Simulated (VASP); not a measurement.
Level of theory: optB86b-vdW, VASP's PBE PAW potentials (set 64) (plane waves; VASP).

The input files of a VASP run:

POSCAR:
```
NaI
1
    0.0000000000     3.2162857064     3.2162857064
    3.2162857064     0.0000000000     3.2162857064
    3.2162857064     3.2162857064    -0.0000000000
Na I
1 1
Direct
  0.0000000000   0.0000000000   0.0000000000
  0.5000000000   0.5000000000   0.5000000000
```

**INCAR**
```
! general
SYSTEM   = NaI
PREC     = Accurate
ENCUT    = 520
LREAL    = F
LASPH    = T
ICHARG   = 11

! electronic loop
EDIFF    = 1E-7
NELM     = 100
ALGO     = Normal
LMAXMIX  = 4

! smearing
ISMEAR   = 0
SIGMA    = 0.05

! functional
GGA      = MK
LUSE_VDW = T
AGGAC    = 0.0
PARAM1   = 0.1234
PARAM2   = 1.0

! output
LWAVE    = F
LCHARG   = F
LORBIT   = 11
```

**KPOINTS**
```
k-points along high-symmetry lines
15
Line-mode
Reciprocal
  0.000000   0.000000   0.000000 ! GAMMA
  0.500000   0.000000   0.500000 ! X

  0.500000   0.000000   0.500000 ! X
  0.625000   0.250000   0.625000 ! U

  0.375000   0.375000   0.750000 ! K
  0.000000   0.000000   0.000000 ! GAMMA

  0.000000   0.000000   0.000000 ! GAMMA
  0.500000   0.500000   0.500000 ! L

  0.500000   0.500000   0.500000 ! L
  0.500000   0.250000   0.750000 ! W

  0.500000   0.250000   0.750000 ! W
  0.500000   0.000000   0.500000 ! X
```

POTCAR, in this order: Na_pv I (PBE.64 set). Program: vasp_std. Read from the step before: CHGCAR.

Output of the run:

**OSZICAR**
```
       N       E                     dE             d eps       ncg     rms          rms(c)
DAV:   1     0.818316159367E+02    0.81832E+02   -0.68997E+03  1980   0.115E+03
DAV:   2     0.561453627812E+01   -0.76217E+02   -0.71649E+02  2124   0.240E+02
DAV:   3    -0.738296905362E+00   -0.63528E+01   -0.63167E+01  2405   0.685E+01
DAV:   4    -0.925911678924E+00   -0.18761E+00   -0.18748E+00  2389   0.122E+01
DAV:   5    -0.931129871226E+00   -0.52182E-02   -0.52179E-02  2356   0.216E+00
DAV:   6    -0.931355925053E+00   -0.22605E-03   -0.22605E-03  2794   0.441E-01
DAV:   7    -0.931359965114E+00   -0.40401E-05   -0.40400E-05  2343   0.462E-02
DAV:   8    -0.931360196977E+00   -0.23186E-06   -0.23188E-06  2169   0.987E-03
DAV:   9    -0.931360204280E+00   -0.73037E-08   -0.72949E-08  1596   0.197E-03
   1 F= -.93136020E+00 E0= -.93136020E+00  d E =-.123860E-11
```

File OUTCAR:
```
 val. band max:        0.8779476109   @ k =   0.0000   0.0000   0.0000

 cond. band min:       4.5784567666   @ k =   0.0000   0.0000   0.0000



 k-point     1 :       0.0000    0.0000    0.0000
  band No.  band energies     occupation
      1     -21.5958      2.00000
      2     -21.5958      2.00000
      3     -21.5958      2.00000
      4     -10.2087      2.00000
      5       0.8779      2.00000
      6       0.8779      2.00000
      7       0.8779      2.00000
      8       4.5785      0.00000
      9       8.7859      0.00000
     10       8.7859      0.00000
     11       8.7859      0.00000

 k-point     2 :       0.0357    0.0000    0.0357
  band No.  band energies     occupation
      1     -21.5958      2.00000
      2     -21.5958      2.00000
      3     -21.5958      2.00000
      4     -10.2036      2.00000
      5       0.8296      2.00000
      6       0.8663      2.00000
      7       0.8663      2.00000
      8       4.6472      0.00000
      9       8.7091      0.00000
     10       8.8174      0.00000
     11       8.8174      0.00000

 k-point     3 :       0.0714    0.0000    0.0714
  band No.  band energies     occupation
      1     -21.5960      2.00000
      2     -21.5959      2.00000
      3     -21.5959      2.00000
      4     -10.1885      2.00000
      5       0.6961      2.00000
      6       0.8322      2.00000
      7       0.8322      2.00000
      8       4.8401      0.00000
      9       8.5113      0.00000
     10       8.9106      0.00000
     11       8.9106      0.00000

 k-point     4 :       0.1071    0.0000    0.1071
  band No.  band energies     occupation
      1     -21.5963      2.00000
      2     -21.5960      2.00000
      3     -21.5960      2.00000
      4     -10.1642      2.00000
      5       0.5043      2.00000
      6       0.7785      2.00000
      7       0.7785      2.00000
      8       5.1252      0.00000
      9       8.2511      0.00000
     10       9.0617      0.00000
...
```

The density is held fixed in this step, so its total energy and stress have no physical meaning. Unless said otherwise, spin-orbit coupling is left out, though it shifts the bands of the heavy elements here.

The compound is NaI in the rock salt structure. It was relaxed first.
